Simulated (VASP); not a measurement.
An input for Quantum ESPRESSO's pw.x (written as the equivalent of a VASP run, and not itself run):

```
&CONTROL
  calculation = 'vc-relax'
  pseudo_dir = './pseudo'
  outdir = './out'
  tprnfor = .true.
  tstress = .true.
  nstep = 30
  forc_conv_thr = 0.00039
/
&SYSTEM
  ibrav = 0
  nat = 6
  ntyp = 2
  ecutwfc = 84
  occupations = 'smearing'
  smearing = 'gaussian'
  degauss = 0.003675
  input_dft = 'pbe'
  vdw_corr = 'grimme-d3'
  dftd3_version = 3
  dftd3_threebody = .false.
/
&ELECTRONS
  conv_thr = 7.3e-09
  electron_maxstep = 100
/
&IONS
/
&CELL
  cell_dofree = 'shape'
/
ATOMIC_SPECIES
  Zn 65.380 Zn.upf
  F 18.998 F.upf
CELL_PARAMETERS angstrom
     4.7538996    0.0000000    0.0000000
     0.0000000    4.7538996    0.0000000
     0.0000000    0.0000000    3.1937489
ATOMIC_POSITIONS crystal
  Zn   0.0000000  0.0000000  0.0000000
  Zn   0.5000000  0.5000000  0.5000000
  F    0.3036264  0.3036264  0.0000000
  F    0.8036264  0.1963736  0.5000000
  F    0.1963736  0.8036264  0.5000000
  F    0.6963736  0.6963736  0.0000000
K_POINTS automatic
  5 5 7 0 0 0
```

**Question.** Write the VASP files for the same calculation (PBE-D3 (zero damping)).

**Answer.** This is not unique; one that fits is 
**KPOINTS**
```
K-points
0
gamma
 5 5 7
```

### INCAR
```
# general
SYSTEM   =  ZnF2
PREC     =  Accurate
ENCUT    =  520
LREAL    =  .False.
LASPH    =  .True.

# electronic loop
EDIFF    =  1E-7
NELM     =  100
ALGO     =  Normal
LMAXMIX  =  4

# smearing
ISMEAR   =  0
SIGMA    =  0.05

# functional
GGA      =  PE
IVDW     =  11

# ions
IBRION   =  2
NSW      =  30
ISIF     =  4
EDIFFG   =  -0.01

# output
LWAVE    =  .False.
LCHARG   =  .False.
```

**POSCAR**
```
ZnF2
1.0
  4.7538996078   0.0000000000   0.0000000000
  0.0000000000   4.7538996078   0.0000000000
  0.0000000000   0.0000000000   3.1937489425
Zn F
2 4
Cartesian
  0.0000000000   0.0000000000   0.0000000000
  2.3769498039   2.3769498039   1.5968744713
  1.4434093787   1.4434093787   0.0000000000
  3.8203591826   0.9335404252   1.5968744713
  0.9335404252   3.8203591826   1.5968744713
  3.3104902291   3.3104902291   0.0000000000
```

POTCAR, in this order: Zn F (PBE.64 set). Program: vasp_std.

The two are equivalent in intent, not identical: the potentials are each code's own (VASP's PAW set, PseudoDojo norm-conserving files in pw.x), so ENCUT and ecutwfc are chosen apart and not converted; conv_thr bounds pw.x's estimated SCF error, while EDIFF bounds the energy change between steps; forc_conv_thr acts on force components and is met together with etot_conv_thr.

The compound is ZnF2 in the rutile structure. It was relaxed first.
